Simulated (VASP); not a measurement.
Data:

```
CELL_PARAMETERS angstrom
      0.00000     2.03251     2.03251
      2.03251     0.00000     2.03251
      2.03251     2.03251     0.00000
ATOMIC_POSITIONS crystal
  Li 0.00000 0.00000 0.00000
  F  0.50000 0.50000 0.50000
```

Calculation: revTPSS meta-GGA, VASP's PBE PAW potentials (set 64) (plane waves; VASP 6.6.1). Run with 520 eV cut-off, 11×11×11 Γ-centred mesh, Gaussian smearing of 0.050 eV, potentials Li_sv F.

### Question
Give the stress tensor in GPa (positive for a compressed cell).

### Answer

```
-4.14   0.00   0.00
 0.00  -4.14   0.00
 0.00   0.00  -4.14
```
The pressure is its mean diagonal, -4.14 GPa.

The compound is LiF in the rock salt structure. This cell is one point of a volume scan, at 1.06 of the reference volume.
